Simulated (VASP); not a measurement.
RuSe:

```
CELL_PARAMETERS angstrom
3.18769 0.00000 0.00000
0.00000 3.18769 0.00000
0.00000 0.00000 3.18769
ATOMIC_POSITIONS crystal
Ru 0.00000 0.00000 0.00000
Se 0.50000 0.50000 0.50000
```

The cell comes from a database or a generator and needn't be the stable form of this composition.

| Quantity | Value |
| --- | --- |
| Program | VASP 6.6.1 |
| Task | relaxation of cell and atoms |
| Functional | AM05 |
| Potentials or basis | VASP PAW PBE potentials, release 64 (Ru_pv, Se) |
| Cutoff | 600 eV |
| k mesh | 8 × 8 × 8 |
| Occupations | fermi-dirac, width 0.05 eV |
| Spin | no spin polarisation |

At the start: pressure -16.5 GPa; volume 16.20 Å³/atom.

Where does the relaxation end?

Over 7 steps the energy falls by 91.5 meV/atom and the volume is 14.60 Å³/atom (-9.9 %); space group Pm-3m (No. 221, to 0.05 Å).

The path:
```tsv
step	energy change (eV)	largest force (eV/Å)	pressure (GPa)	volume (Å³)
1	0.0000	0.0000	-16.49	32.39
2	0.2897	0.0000	43.52	25.19
3	-0.1826	0.0000	-0.91	29.32
4	-0.1830	0.0000	-0.18	29.22
5	-0.1830	0.0000	0.25	29.16
6	-0.1829	0.0000	-0.35	29.24
7	-0.1830	0.0000	0.00	29.19
```

Final structure:
```
CELL_PARAMETERS angstrom
3.07904 0.00000 0.00000
0.00000 3.07904 0.00000
0.00000 0.00000 3.07904
ATOMIC_POSITIONS crystal
Ru 0.00000 0.00000 0.00000
Se 0.50000 0.50000 0.50000
```

Caveat: the PAW data sets were made with another functional, which shifts forces and pressure a little.
